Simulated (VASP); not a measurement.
Output of a VASP run:

File OSZICAR:
```
       N       E                     dE             d eps       ncg     rms          rms(c)
DAV:   1     0.107889557067E+03    0.10789E+03   -0.82401E+03   448   0.120E+03
DAV:   2     0.160760645210E+01   -0.10628E+03   -0.10476E+03   490   0.293E+02
DAV:   3    -0.788054397029E+01   -0.94882E+01   -0.94408E+01   562   0.920E+01
DAV:   4    -0.814583203032E+01   -0.26529E+00   -0.26525E+00   526   0.171E+01
DAV:   5    -0.815543672709E+01   -0.96047E-02   -0.96046E-02   632   0.295E+00    0.431E+00
DAV:   6    -0.800541490446E+01    0.15002E+00   -0.42051E-01   558   0.351E+00    0.285E+00
DAV:   7    -0.799621836235E+01    0.91965E-02   -0.69682E-02   508   0.117E+00    0.105E+00
DAV:   8    -0.799432525742E+01    0.18931E-02   -0.76280E-03   544   0.717E-01    0.226E-01
DAV:   9    -0.799425388330E+01    0.71374E-04   -0.15137E-03   514   0.253E-01    0.534E-02
DAV:  10    -0.799428073877E+01   -0.26855E-04   -0.13289E-04   526   0.705E-02    0.309E-02
DAV:  11    -0.799431041990E+01   -0.29681E-04   -0.33118E-05   526   0.320E-02    0.135E-02
DAV:  12    -0.799430992694E+01    0.49296E-06   -0.44119E-06   508   0.130E-02
   1 F= -.79943099E+01 E0= -.79942897E+01  d E =-.799431E+01
       N       E                     dE             d eps       ncg     rms          rms(c)
DAV:   1    -0.962582417612E+01   -0.16315E+01   -0.31620E+01   544   0.800E+01    0.755E+00
DAV:   2    -0.832731033596E+01    0.12985E+01   -0.26795E+00   550   0.270E+01    0.289E+00
DAV:   3    -0.807109000830E+01    0.25622E+00   -0.69236E-01   544   0.124E+01    0.745E-01
DAV:   4    -0.805605766599E+01    0.15032E-01   -0.29260E-02   666   0.156E+00    0.572E-01
DAV:   5    -0.805179238766E+01    0.42653E-02   -0.18170E-03   658   0.362E-01    0.209E-01
DAV:   6    -0.805138180922E+01    0.41058E-03   -0.38844E-04   636   0.245E-01    0.207E-02
DAV:   7    -0.805137899872E+01    0.28105E-05   -0.27894E-05   472   0.408E-02    0.751E-03
DAV:   8    -0.805137953338E+01   -0.53466E-06   -0.83969E-07   388   0.859E-03
   2 F= -.80513795E+01 E0= -.80507184E+01  d E =-.570696E-01
       N       E                     dE             d eps       ncg     rms          rms(c)
DAV:   1    -0.805474805915E+01   -0.33691E-02   -0.73162E-02   544   0.437E+00    0.339E-01
DAV:   2    -0.805208950576E+01    0.26586E-02   -0.47944E-03   550   0.113E+00    0.136E-01
DAV:   3    -0.805149517685E+01    0.59433E-03   -0.16173E-03   538   0.621E-01    0.302E-02
DAV:   4    -0.805146481816E+01    0.30359E-04   -0.61313E-05   678   0.768E-02    0.283E-02
DAV:   5    -0.805145397755E+01    0.10841E-04   -0.46601E-06   514   0.193E-02    0.830E-03
DAV:   6    -0.805145354051E+01    0.43703E-06   -0.90460E-07   260   0.149E-02
   3 F= -.80514535E+01 E0= -.80507814E+01  d E =-.571436E-01
```

**OUTCAR**
```
------------------------ aborting loop because EDIFF is reached ----------------------------------------
  FORCE on cell =-STRESS in cart. coord.  units (eV):
  Direction    XX          YY          ZZ          XY          YZ          ZX
  --------------------------------------------------------------------------------------
  Total       -0.0116968     -0.0116968     -0.0116968      0.0000000      0.0000000     -0.0000000
  in kB       -0.2173703     -0.2173703     -0.2173703      0.0000000      0.0000000     -0.0000000
  external PRESSURE =      -0.2173703 kB  Pullay stress =       0.0000000 kB
  volume of cell :       86.21
      direct lattice vectors                 reciprocal lattice vectors
     0.000000000  3.506297295  3.506297295    -0.142600572  0.142600572  0.142600572
     3.506297295 -0.000000000  3.506297295     0.142600572 -0.142600572  0.142600572
     3.506297295  3.506297295 -0.000000000     0.142600572  0.142600572 -0.142600572
 POSITION                                       TOTAL-FORCE (eV/Angst)
 -----------------------------------------------------------------------------------
      0.00000      0.00000      0.00000         0.000000      0.000000      0.000000
      5.25945      5.25945      5.25945        -0.000000     -0.000000     -0.000000
 -----------------------------------------------------------------------------------
    total drift:                                0.000000      0.000000      0.000000
  FREE ENERGIE OF THE ION-ELECTRON SYSTEM (eV)
  ---------------------------------------------------
  free  energy   TOTEN  =        -8.0514535405 eV

  energy  without entropy=       -8.0501092787  energy(sigma->0) =       -8.05078141

 reached required accuracy - stopping structural energy minimisation
```
(Selected blocks of OUTCAR.)

**POSCAR**
```
SnTe
1
    0.0000000000     3.6111450000     3.6111450000
    3.6111450000     0.0000000000     3.6111450000
    3.6111450000     3.6111450000     0.0000000000
Sn Te
1 1
Direct
  0.0000000000   0.0000000000   0.0000000000
  0.7500000000   0.7500000000   0.7500000000
```

Problem. Reconstruct the remaining input files.

Solution. One answer among several that fit: the input of the run itself, LDA (Ceperley-Alder, Perdew-Zunger), plane waves, VASP's LDA PAW potentials (set 64).

**INCAR**
```
SYSTEM  =  SnTe
PREC  =  Accurate; ENCUT  =  400; LREAL  =  .FALSE.
LASPH  =  .TRUE.
EDIFF  =  1E-6; NELM  =  100; ALGO  =  Normal
LMAXMIX  =  4
ISMEAR  =  0; SIGMA  =  0.05
IBRION  =  2; NSW  =  60; ISIF  =  3
EDIFFG  =  -0.01
LWAVE  =  .FALSE.; LCHARG  =  .FALSE.
```

**KPOINTS**
```
Regular mesh
0
G
 6 6 6
0 0 0
```

POTCAR, in this order: Sn_d Te (LDA.64 set). Program: vasp_std.

Energy and stress use the plane-wave basis of the starting cell.

The structure comes from a computed database's SnTe entry (F-43m); how it stands against other phases isn't given here. This run relaxes it. Symmetry was kept, so distortions that lower it aren't found.
